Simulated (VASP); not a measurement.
# Mo(100): what the settings do to the level below the vacuum, part 5 of 5

How far does the level below the vacuum of Mo(100) depend on the numerical settings, and how far on the functional?

VASP 6.6.1, plane waves and PAW; the level of theory is named at each step.

So far, highest filled level below the vacuum (eV): step 2 (the base run, PBE) 3.95; step 12 (a lower cutoff, ENCUT 280, PBE) 3.94; step 13 (another smearing width, SIGMA 0.02, PBE) 3.94; step 14 (another smearing width, SIGMA 0.4, PBE) 3.98; step 15 (another level, functional LDA, disp none) 4.29.

## (17) Another level, functional RPBE, disp none

This step: RPBE; plane waves and PAW (Mo) (VASP 6.6.1).

The input, INCAR:

```
SYSTEM = Mo
PREC = Normal
ENCUT = 350
EDIFF = 1E-06
NELM = 120
ISMEAR = 1
SIGMA = 0.1
LREAL = .FALSE.
ALGO = Normal
GGA = RP
NBANDS = 28
LORBIT = 11
LWAVE = .FALSE.
LCHARG = .FALSE.
KPAR = 4
IDIPOL = 3
LDIPOL = .TRUE.
DIPOL = 0.5 0.5 0.5
LVHAR = .TRUE.
LVACPOTAV = .TRUE.
```

The input, POSCAR:

```
Mo
1.0
    3.1500000000      0.0000000000      0.0000000000
    0.0000000000      3.1500000000      0.0000000000
    0.0000000000      0.0000000000     27.4500000000
Mo
7
Direct
    0.0000000000      0.0000000000      0.3278688525
    0.5000000000      0.5000000000      0.3852459016
    0.0000000000      0.0000000000      0.4426229508
    0.5000000000      0.5000000000      0.5000000000
    0.0000000000      0.0000000000      0.5573770492
    0.5000000000      0.5000000000      0.6147540984
    0.0000000000      0.0000000000      0.6721311475
```

The input, KPOINTS:

```
Automatic mesh
0
Gamma
8 8 1
0 0 0
```

Potentials, in the order of the species: Mo (PBE family, release 64).

Command:

```
> mpirun -np 4 vasp_std
```

Output:

```text
[... set-up lines as in an earlier step ...]
 entering main loop
       N       E                     dE             d eps       ncg     rms          rms(c)
DAV:   1     0.175782463849E+03    0.17578E+03   -0.13328E+04   840   0.877E+02
DAV:   2    -0.524592032940E+02   -0.22824E+03   -0.21611E+03  1116   0.215E+02
DAV:   3    -0.736946023558E+02   -0.21235E+02   -0.20465E+02  1168   0.621E+01
DAV:   4    -0.753220868664E+02   -0.16275E+01   -0.15667E+01  1424   0.154E+01
[...]
DAV:  29    -0.685181835231E+02   -0.28530E-05   -0.85638E-07   636   0.478E-03    0.121E-03
DAV:  30    -0.685181847960E+02   -0.12729E-05   -0.16559E-07   628   0.214E-03    0.483E-04
DAV:  31    -0.685181854055E+02   -0.60947E-06   -0.70954E-08   612   0.113E-03
 [... a notice as in an earlier step ...]

   1 F= -.68518185E+02 E0= -.68519085E+02  d E =0.269872E-02
```

It took 41 s on 4 MPI ranks of AMD EPYC 7R43, shared host; peak memory 0.67 GiB.

From OUTCAR (step 17):

```text
  Total       -5.6977359     -5.6977359     -4.4738333      0.0000000      0.0000000     -0.0000000
  in kB      -33.5157885    -33.5157885    -26.3164267      0.0000000      0.0000000     -0.0000000
  external PRESSURE =     -31.1160013 kB  Pullay stress =       0.0000000 kB

 POSITION                                       TOTAL-FORCE (eV/Angst)
 -----------------------------------------------------------------------------------
      0.00000      0.00000      9.00000        -0.000000      0.000000      1.426864
      1.57500      1.57500     10.57500         0.000000     -0.000000     -1.384150
      0.00000      0.00000     12.15000        -0.000000      0.000000     -0.215934
      1.57500      1.57500     13.72500         0.000000      0.000000     -0.000000
      0.00000      0.00000     15.30000        -0.000000      0.000000      0.215934
      1.57500      1.57500     16.87500         0.000000     -0.000000      1.384150
      0.00000      0.00000     18.45000         0.000000      0.000000     -1.426864
 -----------------------------------------------------------------------------------
    total drift:                                0.000000      0.000000      0.000000

  FREE ENERGIE OF THE ION-ELECTRON SYSTEM (eV)
  ---------------------------------------------------
  free  energy   TOTEN  =       -68.5181854055 eV

  energy  without entropy=      -68.5208841299  energy(sigma->0) =      -68.51908498

[... 2 parts as in an earlier step ...]

[... 1 further part left out ...]
[key lines of the parts left out:]
E-fermi :   0.5242
```

Against the base run its depth below the vacuum changes by -0.19 eV.

## (18) Another level, functional optB88-vdW, disp nonlocal

This step: optB88-vdW; plane waves and PAW (Mo) (VASP 6.6.1).

INCAR: that of step 17 with these lines changed.

```diff
@@ -9,3 +9,8 @@
 ALGO = Normal
-GGA = RP
+GGA = BO
+AGGAC = 0
+LUSE_VDW = .TRUE.
+PARAM1 = 0.1833333333
+PARAM2 = 0.22
+LASPH = .TRUE.
 NBANDS = 28
```

POSCAR is that of step 17.

KPOINTS is that of step 17.

Command:

```
> mpirun -np 4 vasp_std
```

Output:

```text
[banner, memory and clock lines left out]
running    4 mpi-ranks, on    1 nodes
[...]
|                                                                             |
|               ----> ADVICE to this user running VASP <----                  |
|                                                                             |
|     You have switched on vdW-DFT.                                           |
|     This routine was written and supplied by Jiri Klimes. We recommend      |
|     that you carefully read and cite the following publications:            |
|       J. Klimes, D.R. Bowler, A. Michelides                                 |
|          J. Phys.: Cond Matt. 22 022201 (2010)                              |
|       J. Klimes, D.R. Bowler, A. Michelides                                 |
|          Phys. Rev. B. 83, 195131 (2011)                                    |
|     and references therein.                                                 |
|                                                                             |

 [... a notice as in an earlier step ...]

 LDA part: xc-table for (Slater+PW92), standard interpolation
 POSCAR, INCAR and KPOINTS ok, starting setup
[...]
entering main loop
       N       E                     dE             d eps       ncg     rms          rms(c)
DAV:   1     0.189235992870E+03    0.18924E+03   -0.13273E+04   840   0.876E+02
DAV:   2    -0.369798814346E+02   -0.22622E+03   -0.21374E+03  1100   0.214E+02
DAV:   3    -0.588276582395E+02   -0.21848E+02   -0.20980E+02  1180   0.624E+01
DAV:   4    -0.605224417917E+02   -0.16948E+01   -0.16299E+01  1408   0.155E+01
[...]
DAV:  42    -0.540174889735E+02   -0.10301E-05   -0.99720E-07   588   0.831E-03    0.231E-03
DAV:  43    -0.540174931615E+02   -0.41879E-05   -0.25281E-06   632   0.940E-03    0.236E-03
DAV:  44    -0.540174925545E+02    0.60691E-06   -0.12114E-06   556   0.904E-03
 [... a notice as in an earlier step ...]

   1 F= -.54017493E+02 E0= -.54017285E+02  d E =-.622329E-03
```

Run time: 2.7 min. Hardware: 4 MPI ranks; peak memory 1.4 GiB.

OUTCAR, selected parts (step 18):

```text
  Total       -7.5729825     -7.5729825     -5.6119596      0.0000000      0.0000000      0.0000000
  in kB      -44.5465505    -44.5465505    -33.0112264      0.0000000      0.0000000      0.0000000
  external PRESSURE =     -40.7014425 kB  Pullay stress =       0.0000000 kB

 POSITION                                       TOTAL-FORCE (eV/Angst)
 -----------------------------------------------------------------------------------
      0.00000      0.00000      9.00000        -0.000000     -0.000000      1.525217
      1.57500      1.57500     10.57500         0.000000     -0.000000     -1.327351
      0.00000      0.00000     12.15000         0.000000     -0.000000     -0.219325
      1.57500      1.57500     13.72500         0.000000      0.000000      0.000000
      0.00000      0.00000     15.30000        -0.000000      0.000000      0.219325
      1.57500      1.57500     16.87500        -0.000000     -0.000000      1.327351
      0.00000      0.00000     18.45000         0.000000      0.000000     -1.525217
 -----------------------------------------------------------------------------------
    total drift:                                0.000000      0.000000      0.000000

  FREE ENERGIE OF THE ION-ELECTRON SYSTEM (eV)
  ---------------------------------------------------
  free  energy   TOTEN  =       -54.0174925545 eV

  energy  without entropy=      -54.0168702251  energy(sigma->0) =      -54.01728511

[... 2 parts as in an earlier step ...]

[... 1 further part left out ...]
[key lines of the parts left out:]
E-fermi :   0.1616
```

Against the base run its depth below the vacuum changes by +0.34 eV.

## (19) Another level, functional r2SCAN, disp none

This step: r2SCAN; plane waves and PAW (Mo) (VASP 6.6.1).

INCAR: that of step 18 with these lines changed.

```diff
@@ -9,7 +9,3 @@
 ALGO = Normal
-GGA = BO
-AGGAC = 0
-LUSE_VDW = .TRUE.
-PARAM1 = 0.1833333333
-PARAM2 = 0.22
+METAGGA = R2SCAN
 LASPH = .TRUE.
```

POSCAR is that of step 18.

KPOINTS is that of step 18.

Command:

```
> mpirun -np 4 vasp_std
```

Output:

```text
[banner, memory and clock lines left out]
running    4 mpi-ranks, on    1 nodes
[...]
[... a notice as in an earlier step ...]

 LDA part: xc-table for (None), standard interpolation
 POSCAR, INCAR and KPOINTS ok, starting setup
[...]
entering main loop
       N       E                     dE             d eps       ncg     rms          rms(c)
DAV:   1     0.678271682736E+02    0.67827E+02   -0.13592E+04   840   0.894E+02
DAV:   2    -0.162740067657E+03   -0.23057E+03   -0.21867E+03  1108   0.219E+02
DAV:   3    -0.184446533230E+03   -0.21706E+02   -0.20947E+02  1172   0.641E+01
DAV:   4    -0.185952725379E+03   -0.15062E+01   -0.14538E+01  1392   0.151E+01
[...]
DAV:  31    -0.177991238862E+03    0.12835E-05   -0.76099E-07   660   0.100E-02    0.458E-04
DAV:  32    -0.177991241491E+03   -0.26288E-05   -0.10169E-06   684   0.117E-02    0.256E-04
DAV:  33    -0.177991241557E+03   -0.65977E-07   -0.13866E-06   780   0.134E-02
 [... a notice as in an earlier step ...]

   1 F= -.17799124E+03 E0= -.17799191E+03  d E =0.200311E-02
```

Elapsed: 2.1 min, on 4 MPI ranks; peak memory 0.67 GiB.

From OUTCAR (step 19):

```text
  Total       -9.3292152     -9.3292152     -7.7486849      0.0000000      0.0000000     -0.0000000
  in kB      -54.8772367    -54.8772367    -45.5800847      0.0000000      0.0000000     -0.0000000
  external PRESSURE =     -51.7781860 kB  Pullay stress =       0.0000000 kB

 POSITION                                       TOTAL-FORCE (eV/Angst)
 -----------------------------------------------------------------------------------
      0.00000      0.00000      9.00000         0.000000      0.000000      1.877653
      1.57500      1.57500     10.57500         0.000000     -0.000000     -1.523053
      0.00000      0.00000     12.15000         0.000000     -0.000000     -0.210702
      1.57500      1.57500     13.72500         0.000000     -0.000000      0.000000
      0.00000      0.00000     15.30000         0.000000     -0.000000      0.210702
      1.57500      1.57500     16.87500         0.000000     -0.000000      1.523053
      0.00000      0.00000     18.45000        -0.000000      0.000000     -1.877653
 -----------------------------------------------------------------------------------
    total drift:                                0.000000      0.000000      0.000000

  FREE ENERGIE OF THE ION-ELECTRON SYSTEM (eV)
  ---------------------------------------------------
  free  energy   TOTEN  =      -177.9912415567 eV

  energy  without entropy=     -177.9932446716  energy(sigma->0) =     -177.99190926

[... 2 parts as in an earlier step ...]

[... 1 further part left out ...]
[key lines of the parts left out:]
E-fermi :   0.4353
```

Against the base run its depth below the vacuum changes by -0.11 eV.

## (20) The series together

Times are for 4 MPI ranks of AMD EPYC 7R43, shared host. The series side by side:

| no. | functional | highest filled level below the vacuum (eV) | time | memory (GiB) |
| --- | --- | --- | --- | --- |
| 1 | LDA | 4.292 | 28 s | 0.56 |
| 2 | PBEsol | 4.051 | 27 s | 0.62 |
| 3 | RPBE | 3.757 | 41 s | 0.67 |
| 4 | optB88-vdW | 4.289 | 2.7 min | 1.4 |
| 5 | r2SCAN | 3.836 | 2.1 min | 0.67 |

## (21) With spin orbit coupling

This step: PBE, spin-orbit coupling; plane waves and PAW (Mo) (VASP 6.6.1).

For heavy elements spin-orbit coupling shifts the highest filled levels.

INCAR: that of step 19 with these lines changed.

```diff
@@ -9,5 +9,10 @@
 ALGO = Normal
-METAGGA = R2SCAN
+GGA = PE
+LNONCOLLINEAR = .TRUE.
+MAGMOM = 0 0 0 0 0 0 0 0 0 0 0 0 0 0 0 0 0 0 0 0 0
+NBANDS = 56
+GGA_COMPAT = .FALSE.
 LASPH = .TRUE.
-NBANDS = 28
+LSORBIT = .TRUE.
+LMAXMIX = 4
 LORBIT = 11
```

POSCAR is that of step 19.

KPOINTS is that of step 19.

Command:

```
> mpirun -np 4 vasp_ncl
```

Output:

```text
[... set-up lines as in an earlier step ...]
 entering main loop
       N       E                     dE             d eps       ncg     rms          rms(c)
DAV:   1     0.174378024201E+03    0.17438E+03   -0.13092E+04  1680   0.877E+02
DAV:   2    -0.548245931702E+02   -0.22920E+03   -0.21272E+03  2184   0.218E+02
DAV:   3    -0.775800791132E+02   -0.22755E+02   -0.21732E+02  2320   0.642E+01
DAV:   4    -0.794908433541E+02   -0.19108E+01   -0.18215E+01  2816   0.162E+01
[...]
DAV:  30    -0.724316135776E+02   -0.28145E-05   -0.31797E-07  1256   0.258E-03    0.764E-04
DAV:  31    -0.724316150091E+02   -0.14314E-05   -0.15179E-07  1232   0.179E-03    0.529E-04
DAV:  32    -0.724316156205E+02   -0.61143E-06   -0.60131E-08  1224   0.112E-03
 [... a notice as in an earlier step ...]

   1 F= -.72431616E+02 E0= -.72431921E+02  d E =0.915765E-03  mag=     0.0000     0.0000    -0.0000
```

Wall time 3.1 min (4 MPI ranks); peak memory 1.6 GiB; 12 min of CPU time.

OUTCAR, selected parts (step 21):

```text
  Total       -7.9433253     -7.9433253     -6.2479334      0.0000000      0.0000000      0.0000000
  in kB      -46.7250174    -46.7250174    -36.7522151      0.0000000      0.0000000      0.0000000
  external PRESSURE =     -43.4007500 kB  Pullay stress =       0.0000000 kB

 POSITION                                       TOTAL-FORCE (eV/Angst)
 -----------------------------------------------------------------------------------
      0.00000      0.00000      9.00000         0.000000     -0.000000      1.600722
      1.57500      1.57500     10.57500         0.000000     -0.000000     -1.359848
      0.00000      0.00000     12.15000         0.000000     -0.000000     -0.212590
      1.57500      1.57500     13.72500         0.000000     -0.000000      0.000000
      0.00000      0.00000     15.30000        -0.000000     -0.000000      0.212590
      1.57500      1.57500     16.87500         0.000000      0.000000      1.359848
      0.00000      0.00000     18.45000         0.000000      0.000000     -1.600722
 -----------------------------------------------------------------------------------
    total drift:                                0.000000      0.000000     -0.000000

  FREE ENERGIE OF THE ION-ELECTRON SYSTEM (eV)
  ---------------------------------------------------
  free  energy   TOTEN  =       -72.4316156205 eV

  energy  without entropy=      -72.4325313858  energy(sigma->0) =      -72.43192088

 magnetization (x)
# of ion       s       p       d       tot
------------------------------------------
    1        0.000   0.000  -0.000  -0.000
    2        0.000   0.000  -0.000  -0.000
    3        0.000   0.000   0.000   0.000
    4        0.000  -0.000   0.000   0.000
    5        0.000   0.000   0.000   0.000
    6        0.000   0.000  -0.000  -0.000
    7        0.000   0.000   0.000   0.000
--------------------------------------------------
tot          0.000  -0.000  -0.000  -0.000

 magnetization (y)
# of ion       s       p       d       tot
------------------------------------------
    1        0.000   0.000   0.000   0.000
    2        0.000   0.000   0.000   0.000
    3        0.000   0.000   0.000   0.000
    4        0.000   0.000   0.000   0.000
    5        0.000   0.000   0.000   0.000
    6        0.000   0.000   0.000   0.000
    7        0.000   0.000   0.000   0.000
--------------------------------------------------
tot          0.000   0.000   0.000   0.000

 magnetization (z)
# of ion       s       p       d       tot
------------------------------------------
    1       -0.000   0.000  -0.000  -0.000
    2       -0.000  -0.000  -0.000  -0.000
    3       -0.000   0.000   0.000   0.000
    4       -0.000  -0.000   0.000   0.000
    5       -0.000   0.000  -0.000  -0.000
    6       -0.000  -0.000  -0.000  -0.000
    7       -0.000   0.000  -0.000  -0.000
--------------------------------------------------
tot         -0.000  -0.000   0.000   0.000

[... 1 part as in an earlier step ...]

[... 2 further parts left out ...]
[key lines of the parts left out:]
E-fermi :   0.3810
```

LASPH is switched on together with spin-orbit coupling, so the change from the scalar run holds both.

Numbers from this step:

- electronic cycles: 32
- free energy (TOTEN): -72.4316 eV
- energy at zero smearing: -72.4319 eV
- Fermi energy: 0.381 eV
- vacuum levels: 4.346, 4.346 eV
- work functions of the upper and lower face: 3.965, 3.965 eV
- highest filled level below the vacuum: 3.965 eV

The spin moment in the PAW sphere vanishes on all atoms.

Against the base run its depth below the vacuum changes by +0.02 eV.

## (22) Cost and result by level

Times are for 4 MPI ranks of AMD EPYC 7R43, shared host. Results by setting:

| no. | run | electronic cycles | bands | eigenvalues first band | highest filled level below the vacuum (eV) | time | memory (GiB) |
| --- | --- | --- | --- | --- | --- | --- | --- |
| 1 | base run | 26 | 28 | 13 | 3.947 | 24 s | 0.63 |
| 2 | series over the cutoff | 29 | 28 | 13 | 3.937 | 14 s | 0.45 |
| 3 | series over the cutoff | 31 | 28 | 13 | 3.945 | 21 s | 0.57 |
| 4 | series over the smearing | 30 | 28 | 13 | 3.937 | 27 s | 0.66 |
| 5 | series over the smearing | 30 | 28 | 13 | 3.976 | 26 s | 0.65 |
| 6 | with spin orbit coupling | 32 | 56 | 35 | 3.965 | 3.1 min | 1.6 |

## (23) All runs together

This step: slab, study of settings, base PBE; plane waves and PAW (VASP 6.6.1).

Derived from the runs above.

This step gave:

| Property | Result |
| --- | --- |
| highest filled level below the vacuum | 3.947 eV |

Energies of other functionals are not comparable and are left out. All runs:

| change from the base run | level below the vacuum (eV) | shift (eV) | energy change (meV/atom) | core seconds |
| --- | --- | --- | --- | --- |
| base | 3.947 | 0 | 0 | 96 |
| mesh 3 x 3 | 4.54 | 0.593 | 136.6 | 25.6 |
| mesh 5 x 5 | 3.964 | 0.017 | -6.7 | 44 |
| mesh 12 x 12 | 3.948 | 0.001 | 1.3 | 168 |
| vacuum 5 A | - | - | -29.4 | 47.2 |
| vacuum 8 A | - | - | -1.2 | 73.6 |
| vacuum 24 A | 3.95 | 0.004 | 0 | 132 |
| cutoff 210 eV | 3.937 | -0.01 | 4.4 | 56.8 |
| cutoff 280 eV | 3.945 | -0.002 | 3.5 | 84 |
| smearing 0.02 eV | 3.937 | -0.01 | -0.1 | 108 |
| smearing 0.4 eV | 3.976 | 0.029 | -0.1 | 104 |
| LDA | 4.292 | 0.345 | - | 112 |
| PBEsol | 4.051 | 0.104 | - | 108 |
| RPBE | 3.757 | -0.19 | - | 164 |
| optB88-vdW | 4.289 | 0.342 | - | 652 |
| r2SCAN | 3.836 | -0.111 | - | 512 |
| spin-orbit coupling | 3.965 | 0.018 | - | 744 |

## (24) What came out

```yaml
highest_filled_level_below_the_vacuum: 3.95 eV
```

In words: The base run puts the highest filled level 3.95 eV below the vacuum at the upper face. Among the meshes tried the largest shift is 0.59 eV (mesh 3 x 3, at 0.27 times the cost). The vacuum widths shift it by about 0.01 eV or less. The lower cutoffs shift it by about 0.01 eV or less. Among the smearing widths the largest shift is 0.03 eV (smearing 0.4 eV, at 1.1 times the cost). With vacuum 5 A and vacuum 8 A the program printed no vacuum level, so no level is given there, and the line on vacuum widths holds for the others alone. The functionals span 0.54 eV, from RPBE to LDA. The program warns that it found no field-free region at its default tolerance, also in runs whose level could not be checked against a flat part of the potential; that adds doubt to those levels. The thickness of the slab was not varied, and the small cell can't reconstruct. The run with spin-orbit coupling also switches on LASPH, which the base run lacks. Costs come from a shared host, and the base run also writes a finer density of states, so small ratios mean little. All runs hold the atoms as cut and share one family of PAW data sets, so relaxation and each functional's own lattice are left out. LASPH is on in the runs with optB88-vdW and r2SCAN and off in those with LDA, PBE, PBEsol and RPBE, so these rows differ in more than the functional.

[Lines on the potential files, build, host, timing and source positions are cut from VASP's logs without a mark.]

[Logs are printed without paths, hosts, clocks, repeated set-up lines and the standing remarks that a program may print on its own settings, such as how far it seeks lower states.]

[Hosts, paths, dates, database ids (printed as entryN), source tags and the programs' standing remarks are cut or masked in the printed files.]

[In band tables of VASP the shares of atoms and orbitals are scaled to a sum of 1 inside the atoms' spheres.]

[Runs that stopped without an error message from VASP are left out.]
